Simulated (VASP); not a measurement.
Ta2SiN2, 10 atoms in the cell. Symmetry: P6_3/mmc, No. 194, hexagonal system. The conventional cell has a = 3.484 Å, b = 3.484 Å, c = 12.779 Å, α = 90.00°, β = 90.00°, γ = 120.00°. Ta (site symmetry 3m) has 4 N at 2.08 to 2.20 Å as nearest neighbours. Around Si (site symmetry -6m2) lie 6 Ta at 2.72 Å and 6 N at 3.10 Å. Around N (site symmetry 3m) lie 4 Ta at 2.08 to 2.20 Å. The cell was built by a generator and needn't be a form met in nature.

* Program: VASP 6.6.1
* Task: band structure
* Functional: PBE
* Potentials or basis: VASP PAW PBE potentials, release 64 (Ta_pv, Si, N)
* Cutoff: 520 eV
* k mesh: 10 × 10 × 4
* Occupations: gaussian, width 0.1 eV
* Spin: spin-orbit coupling, no magnetisation
* Further INCAR settings: ALGO = Normal; EDIFF = 1e-07; NBANDS = 92

Potentials or basis: VASP PAW PBE potentials, release 64 (Ta_pv, Si, N).

Command:

```console
$ cat potpaw_PBE.64/Ta_pv/POTCAR potpaw_PBE.64/Si/POTCAR potpaw_PBE.64/N/POTCAR > POTCAR
$ mpirun -np 4 vasp_ncl > vasp.out
```

Hardware: 4 MPI ranks on Intel(R) Xeon(R) Platinum 8488C (Sapphire Rapids), on a shared host.

Q: Estimate the wall time of this run.

A: Run time: 19 min on 4 MPI ranks on Intel(R) Xeon(R) Platinum 8488C (Sapphire Rapids) (shared host), peak memory 1.4 GiB a rank. Counts: scf iterations 61, k points 42.
